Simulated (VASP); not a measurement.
A convergence study with VASP on Cr (space group no. 229 when undisturbed): one setting is varied, all else stays as given below, so the limit is that of these other settings. One atom is moved off its site, so that forces are finite.

```yaml
crystal:
  lattice:
    - [2.87136, 0.00000, 0.00000]
    - [0.00000, 2.87136, 0.00000]
    - [0.00000, 0.00000, 2.87136]
  atoms:
    - { symbol: Cr, position: [0.00000, 0.00000, 0.01741], spin: 1.5 }
    - { symbol: Cr, position: [0.50000, 0.50000, 0.50000], spin: -1.5 }
```

Method: PBE GGA, VASP's PBE PAW potentials (set 64) (plane waves; VASP 6.6.1). The tightest run used: 300 eV cut-off, 18×18×18 Γ-centred mesh, Fermi-Dirac smearing of 0.10 eV, potentials Cr_pv.

```csv
setting,E (eV/atom),pressure (GPa),largest force (eV/Å),irreducible k-points
2×2×2 mesh,-8.7941,-8.77,0.383,6
3×3×3 mesh,-9.5122,6.41,0.105,6
4×4×4 mesh,-9.5630,-8.77,0.412,18
5×5×5 mesh,-9.5243,-1.00,0.235,18
6×6×6 mesh,-9.5347,-3.00,0.257,40
7×7×7 mesh,-9.5257,-2.13,0.280,40
```

### Question
These are the cheaper rows. Estimate the results at 18×18×18 mesh, and how far the last row shown lies from them.

### Answer

```csv
quantity,tightest run,last row shown is off by
E (eV/atom),-9.5315,0.0057
pressure (GPa),-2.40,0.26
largest force (eV/Å),0.285,-0.006
```

Left out are rungs that failed or repeat a setting and relaxations that didn't move; long series are thinned to 24 rows.

The structure is a typed Cr crystal (space group no. 229). The cell was not relaxed at this level, it is distorted from the ideal structure.
